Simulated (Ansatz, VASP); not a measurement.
# HfC in two plane-wave programs

Wanted: the spread between two codes on one cell, functional and k mesh. The cell is taken from a series of runs on this material, whose earlier steps may have relaxed, scaled, displaced or heated it; both programs get it as it stands.

Calculated with Ansatz 0.2.0; plane waves, with VASP 6.6.1 beside it; zone-centre phonons at PBEsol.

## 1. The structure

Symmetry: I4/mmm, No. 139, tetragonal system. Conventional cell: a = 3.388 Å, b = 3.388 Å, c = 4.541 Å, α = 90.00°, β = 90.00°, γ = 90.00°. Nearest to C lie 6 Hf at 2.27 to 2.40 Å. Hf has 6 C at 2.27 to 2.40 Å nearest. Farther neighbours are not listed.

## 2. Ansatz: zone-centre phonons, PBEsol

Ansatz runs on its PAW soft_1 files.

Second derivatives magnify differences that forces hide, and they need a tight electronic threshold.

input.yaml

```yaml
crystal:
  lattice:
    - [0.0, 2.3957232734, 2.2705621623]
    - [2.3957232734, 0.0, 2.2705621623]
    - [2.3957232734, 2.3957232734, 0.0]
  atoms:
    - { symbol: C, position: [0.0, 0.0, 0.0] }
    - { symbol: Hf, position: [0.5, 0.5, 0.5] }
kpoints:
  mp_grid: { grid: [16, 16, 16] }
hamiltonian:
  xc: pbesol
  pseudopotentials: { kind: paw, azcp: { folder: soft_1 }, xc_functional: pbe }
scf:
  occupations: { method: methfessel_paxton, width: 0.2 }
output:
  eigenvalues: true
phonons:
  method: dfpt
```

On the command line:

```
> ansatz run input.yaml --threads 4 --pin off --max-ram 10240MiB --backend cpu --events-out ev --progress --plain --runs-dir out
```

Numbers of over 12 decimals in the logs are rounded to 6 here.

The program printed:

```text
zone centre: on kpoints.mp_grid the ground state, and the responses unless they are solved on pairs of k-points, stand on 621 of the mesh's 4096 k-points, reduced under 8 symmetry operations, with k and −k counted as one. Each operation leaves every solved displacement unchanged or reverses it
Engine: ansatz 0.2.0, x86_64-unknown-linux-gnu
Pseudopotentials: kind: paw
Pseudopotential: C, paw, valence charge 4, recommended cutoff 420 eV (normal), soft_1/C.paw.azcp
Pseudopotential: Hf, paw, valence charge 26, recommended cutoff 420 eV (normal), soft_1/Hf.paw.azcp
Functional definition: PBEsol
  exchange = pbesol_x
  correlation = pbesol_c
Crystal: 2 atoms, lattice volume = 26.064 Å³
Basis set: ecut = 420 eV, 519 PW (Γ), exchange–correlation on 48×48×48 points (8 copies of the dense FFT grid, shifted against one another)
Bands: 19, of which v1, the nominal top of the filled ones, is band 15 counted from 1 (14 counted from 0)
Symmetry: 16 space group operations
k-points: 621 of 4096 (irreducible under 8 space group operations)
Non-local potential: C, projectors of the file, l = 0: 2, l = 1: 2, l = 2: 1
Non-local potential: Hf, projectors of the file, l = 0: 3, l = 1: 2, l = 2: 2, l = 3: 3
PAW form: soft (Blöchl's): semilocal exchange-correlation on the pseudo side does not see the compensation charge
PAW frozen core: C, regenerated for the run's functional, and the local potential with it (the file was generated under x = pbe(κ = 0.804, μ = 0.219515), c = pbe(β = 0.066725))
PAW frozen core: Hf, regenerated for the run's functional, and the local potential with it (the file was generated under x = pbe(κ = 0.804, μ = 0.219515), c = pbe(β = 0.066725))
PAW one-centre angular grid: C, 110 points (default); XC on 64 Gauss nodes
PAW one-centre angular grid: Hf, 590 points (default); XC on 64 Gauss nodes
Initial density: superposition of atomic densities (chi_scale 0.1, normalization cell, long waves kept (reshape's long-wave potential 0.00 eV rms))
Initial wavefunctions: pseudopotential atomic-orbital guess
Functional: x = pbesol(κ = 0.804, μ = 0.123457), c = pbesol(β = 0.046)
SCF iter   1: F=—  HF=-15847.919539 eV  |F-HF|=—  |Δ(HF+E_count)|=         —  Δρ=8.25e-2  dr2=2.49e0  ethr=3.10e-3  ⟨swp⟩=4.6  Hψ=48985  notcnv=0
preconditioner: auto → Kerker (q_TF=auto, 2.793 Å⁻¹)  [metal: Δε(μ)=0.009 eV  Ē_g=17.495 eV  σ=0.200 eV  W_gap=0.04  n_scr=14 (ndim 8)  ℏωp=38.5 eV  f_vac=0.000  D(μ)=0.19/eV (n_scr^D=0)]
SCF iter   2: F=—  HF=-15847.416881 eV  |F-HF|=—  |Δ(HF+E_count)|=   5.03e-1  S|Δr|=    0.00e0  Δρ=3.26e-2  dr2=2.72e-1  ethr=3.10e-3  ⟨swp⟩=2.3  Hψ=21189  notcnv=0
SCF iter   3: F=—  HF=-15847.362988 eV  |F-HF|=—  |Δ(HF+E_count)|=   5.39e-2  S|Δr|=    0.00e0  Δρ=1.45e-2  dr2=3.62e-2  ethr=9.05e-4  ⟨swp⟩=2.0  Hψ=20202  notcnv=0
SCF iter   4: F=—  HF=-15847.354292 eV  |F-HF|=—  |Δ(HF+E_count)|=   8.70e-3  S|Δr|=    0.00e0  Δρ=7.96e-3  dr2=8.47e-3  ethr=1.21e-4  ⟨swp⟩=2.0  Hψ=20960  notcnv=0
SCF iter   5: F=—  HF=-15847.353763 eV  |F-HF|=—  |Δ(HF+E_count)|=   5.29e-4  S|Δr|=    0.00e0  Δρ=1.58e-3  dr2=3.36e-4  ethr=2.82e-5  ⟨swp⟩=2.2  Hψ=18141  notcnv=0
SCF iter   6: F=—  HF=-15847.353687 eV  |F-HF|=—  |Δ(HF+E_count)|=   7.64e-5  S|Δr|=    0.00e0  Δρ=2.31e-4  dr2=1.33e-5  ethr=1.12e-6  ⟨swp⟩=2.7  Hψ=21124  notcnv=0
SCF iter   7: F=—  HF=-15847.353691 eV  |F-HF|=—  |Δ(HF+E_count)|=   3.74e-6  S|Δr|=    0.00e0  Δρ=7.37e-5  dr2=1.32e-6  ethr=4.43e-8  ⟨swp⟩=2.1  Hψ=21193  notcnv=0
SCF iter   8: F=—  HF=-15847.353692 eV  |F-HF|=—  |Δ(HF+E_count)|=   9.91e-7  S|Δr|=    0.00e0  Δρ=1.65e-5  dr2=4.19e-8  ethr=4.39e-9  ⟨swp⟩=2.2  Hψ=20670  notcnv=0
SCF iter   9: F=—  HF=-15847.353692 eV  |F-HF|=—  |Δ(HF+E_count)|=   1.47e-8  S|Δr|=    0.00e0  Δρ=3.13e-6  dr2=2.13e-9  ethr=1.40e-10  ⟨swp⟩=2.6  Hψ=21343  notcnv=0
SCF iter  10: F=—  HF=-15847.353692 eV  |F-HF|=—  |Δ(HF+E_count)|=   2.13e-9  S|Δr|=    0.00e0  Δρ=4.36e-7  dr2=4.07e-11  ethr=7.09e-12  ⟨swp⟩=2.2  Hψ=21274  notcnv=0
SCF iter  11: F=-15847.353692 eV  HF=-15847.353692 eV  |F-HF|=3.64e-12  |Δ(HF+E_count)|=  1.09e-11  S|Δr|=    0.00e0  Δρ=1.29e-7  dr2=1.47e-12  ethr=1.00e-12  ⟨swp⟩=6.9  Hψ=65637  notcnv=0
SCF 1 converged in 11 iterations: F = -15847.353692 eV  dr2 = 1.47e-12
  greatest PAW one-centre occupation: 0.998 electrons in one spin orbital (limit 2), on the Hf atom at site 1 (counted from 0), in its partial waves of l = 0
DFPT response loops at Γ: preconditioner auto → Kerker (q_TF=auto, 2.793 Å⁻¹) (partly filled bands, converged f_vac=0.000); β = 1.00, the filter's whole step (`scf.mixing.beta` (0.50) is not read by the response loops under this deck's `scf.mixing.preconditioner`; to damp them name `kerker` or `kerker_dos`, under which they read `scf.mixing.beta`, and type it under 1.00, their step now; both keys bind the ground state too); Broyden in place of MSR1
SCF converged after 11 iterations
Stability not checked: this state was not tested for a lower state beside it, because cold or Methfessel-Paxton smearing, or corrected tetrahedra, fill the levels in a way that the test cannot read (fill_not_monotonic; see scf.lower_state_search)
Free energy (F): -15847.353692 eV
Harris-Foulkes:  -15847.353692 eV  (|F-HF|=3.64e-12)
Internal energy: -15847.353707 eV  (E = F + TS)
E sigma→0 (E₀):  -15847.353696 eV
Entropy (-TS):   0.000016 eV (0.008 meV/atom)
Fermi energy:    17.720108 eV
Step filling:    the computed levels leave a gap of 0.0000 eV = 0.0 smearing widths at the electron count; against every level under it full and every level over it empty, smearing changes F+E_penalty+E_count by -0.027 meV and its σ→0 estimate by -0.031 meV
--- Per-component energies (eV) ---
  E_band       = 37.466474
  E_kinetic    = 490.327380
  E_local      = -6334.543809  (includes V_loc(G=0)·N_el)
  E_nonlocal   = 90.867298
  E_hartree    = 3086.625386
  E_xc         = -310.858324
  E_vxc        = -311.939905  (∫ρ·V_xc dr)
  E_paw        = -7672.659146  (= ΣΔE_a)
  E_vpaw       = -70.495370  (= ΣTr[D̂ρ^β])
  E_aug_tail   = 0.000112  (compensation charges beyond the density's cutoff)
  E_ewald      = -5198.384761
  E_core_change = 1.272157  (= ΣΔE_core)
  E_smearing   = 0.000016  (= −TS)
  E_closure    = 0.000000  (closes the sum)
  Σ components = -15847.353692   (vs F -15847.353692, Δ=0.00e0)
--- Band table (eV; the first three rows and the last of 621) ---
  k-point 0: bands = [... 11 lower, 6.5953, 18.6633, 18.6633, 18.8464, 18.8464, 18.9281, 19.3868, 20.5903]
  k-point 1: bands = [... 11 lower, 6.5944, 17.9379, 18.0894, 18.3508, 19.1264, 19.3219, 19.6382, 21.0809]
  k-point 2: bands = [... 11 lower, 6.5943, 16.9043, 17.3029, 17.5645, 19.4749, 19.6560, 19.9707, 22.0997]
  k-point 620: bands = [... 11 lower, 7.5154, 15.4536, 15.8948, 17.3932, 17.3932, 22.8046, 24.0999, 24.0999]
--- Phonons (Γ-DFPT): 4 representative perturbations + reference, on 621 of 4096 k-points (Σ response iterations 12) ---
  k mesh reduced under 8 symmetry operations, with k and −k counted as one. Each operation leaves every solved displacement unchanged or reverses it
  ASR residual: 4.116e-5 → 0.000e0 eV/Å²; symmetrization residual: 1.033e-6 eV/Å²
  ASR residual per site (eV/Å²): 2.05e-5 4.12e-5
  Γ frequencies (cm⁻¹): 0.00 0.00 0.00 334.14 334.14 497.84
  non-analytic LO–TO correction: not included (Born effective charges unavailable; polar crystals: no LO–TO splitting at Γ)
```

In the SCF lines HF is the Harris–Foulkes energy and dr2 the Hartree energy of the density residual, in eV; the loop may stop once dr2 is under the threshold and the program's other checks hold. Hψ counts applications of the Hamiltonian.

(Part 1 of 2 ends here.)

[Lines on the potential files, build, host, timing and source positions are cut from VASP's logs without a mark.]

[Logs are printed without paths, hosts, clocks, repeated set-up lines and the standing remarks that a program may print on its own settings, such as how far it seeks lower states.]

[Hosts, paths, dates, database ids (printed as entryN), source tags and the programs' standing remarks are cut or masked in the printed files.]
